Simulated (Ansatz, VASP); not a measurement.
# BiB in VASP and in Ansatz

The input INCAR:

```
PREC = Accurate
ENCUT = 520
EDIFF = 1E-6
ISMEAR = -1
SIGMA = 0.02
LREAL = F
LASPH = T
NELM = 100
ALGO = Normal
ISIF = 2
LWAVE = F
LCHARG = F
GGA = PE
NBANDS = 26
```

File KPOINTS:

```
regular mesh
0
Gamma
  12 12 4
```

Contents of POSCAR:

```
BiB
1.0
    3.7689370605      0.0000000000      0.0000000000
   -1.8844685302      3.2639952396      0.0000000000
    0.0000000000      0.0000000000      6.2160607258
B Bi
2 2
Direct
    0.3333333333      0.6666666667      0.0004442028
    0.6666666667      0.3333333333      0.5004442028
    0.3333333333      0.6666666667      0.3745557972
    0.6666666667      0.3333333333      0.8745557972
```

Input for Ansatz:

```yaml
crystal:
  lattice:
    - [3.7689370605, 0.0, 0.0]
    - [-1.8844685302, 3.2639952396, 0.0]
    - [0.0, 0.0, 6.2160607258]
  atoms:
    - { symbol: B, position: [0.3333333333, 0.6666666667, 0.0004442028] }
    - { symbol: B, position: [0.6666666667, 0.3333333333, 0.5004442028] }
    - { symbol: Bi, position: [0.3333333333, 0.6666666667, 0.3745557972] }
    - { symbol: Bi, position: [0.6666666667, 0.3333333333, 0.8745557972] }
kpoints:
  mp_grid: { grid: [12, 12, 4] }
  band_path:
    path:
      - [0.0, 0.0, 0.0]
      - [0.5, 0.0, 0.0]
      - [0.3333333333, 0.3333333333, 0.0]
      - [0.0, 0.0, 0.5]
      - [0.5, 0.0, 0.5]
      - [0.3333333333, 0.3333333333, 0.5]
    npoints: 1
hamiltonian:
  xc: pbe
scf:
  occupations: { method: fermi_dirac, width: 0.02 }
  n_extra_bands: 5
output:
  forces: true
  stress: true
  eigenvalues: true
  write_density: true
  write_potential: true
  elf: true
  volumetric_format: npy
```

Change from the starting cell: hydrostatic strain -2.5%.

Alike in both runs: task single point; functional PBE; k mesh 12 × 12 × 4; occupations fermi-dirac, width 0.02 eV; no spin polarisation.

```csv
,VASP,Ansatz
version,VASP 6.6.1,Ansatz 0.2.0
potentials or method,"VASP PAW PBE potentials, release 64 (B, Bi_d)","plane waves, PAW"
plane-wave cutoff (eV),520,420
valence electrons in the cell,36,36
```

```tsv
	VASP	Ansatz	Ansatz less VASP
pressure (GPa)	8.4	8.4	+0.08
```

Caveats: spin-orbit coupling is left out, which as a rule narrows the gap of such compounds by several tenths of an eV.
